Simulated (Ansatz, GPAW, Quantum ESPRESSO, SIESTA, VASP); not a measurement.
# In3As: programs and potentials compared

```xyz
4
Lattice="4.6717 0.0000 0.0000 0.0000 4.6717 0.0000 0.0000 0.0000 4.6717" Properties=species:S:1:pos:R:3 pbc="T T T"
In    2.3492    2.3265   -0.0416
In    2.3066   -0.0548    2.3151
In   -0.0457    2.3241    2.3837
As   -0.0050    0.0390   -0.0137
```

The cell comes from a database or a generator and needn't be the stable form of this composition.

Atoms were shifted at random by some hundredths of an Å from the given cell, which wasn't relaxed again for these runs.

Alike in all runs: task single point; functional PBE; k mesh 6 × 6 × 6; occupations fermi-dirac, width 0.05 eV; no spin polarisation; no spin-orbit coupling. A missing gap at this level doesn't show that the real crystal is a metal. Pressure is positive in compression and, in plane waves, holds the error of the finite cutoff, which Ansatz's Pulay term estimates and takes out.

```tsv
program and potentials	plane-wave cutoff (eV)	notes	band gap (eV)	pressure (GPa)	largest force (eV/Å)	energy over the undisturbed cell (meV/atom)
Ansatz, Ansatz PAW	420	13.5 valence electrons an atom on average; Pulay term of +0.04 GPa included	no gap	0.65	0.197	1.55
Quantum ESPRESSO, SSSP 1.3 efficiency PBE	748	11 valence electrons an atom on average	no gap	0.59	0.199	1.58
SIESTA, files PseudoDojo sr-pbe-0.4.1-standard, DZP (energy shift 0.003 Ry; two zetas on semicore shells)	-	atomic basis; 13.5 valence electrons an atom on average	no gap	1.54	0.200	1.87
GPAW, GPAW PAW data sets (gpaw-data 1.2.1)	600	11 valence electrons an atom on average	no gap	0.36	0.193	1.44
VASP, PBE PAW files As, In_d, 520 eV	520	11 valence electrons an atom on average	no gap	0.63	0.198	-
```

Force on atom 1 (In), eV/Å:

```tsv
program and potentials	x	y	z
Ansatz, Ansatz PAW	-0.078	-0.074	0.165
Quantum ESPRESSO, SSSP 1.3 efficiency PBE	-0.079	-0.074	0.167
SIESTA, files PseudoDojo sr-pbe-0.4.1-standard, DZP (energy shift 0.003 Ry; two zetas on semicore shells)	-0.081	-0.066	0.171
GPAW, GPAW PAW data sets (gpaw-data 1.2.1)	-0.075	-0.074	0.161
VASP, PBE PAW files As, In_d, 520 eV	-0.078	-0.074	0.166
```

None finds a gap. The pressure spans 0.36 (GPAW, GPAW PAW data sets (gpaw-data 1.2.1)) to 1.54 GPa (SIESTA, files PseudoDojo sr-pbe-0.4.1-standard, DZP (energy shift 0.003 Ry; two zetas on semicore shells)). Rows in atomic bases carry the error of their basis and grid, which can be large.

Differences between rows come from potentials, basis sets and numerical settings, since the functional is the same but for its coding. Runs on potential files found faulty are left out.
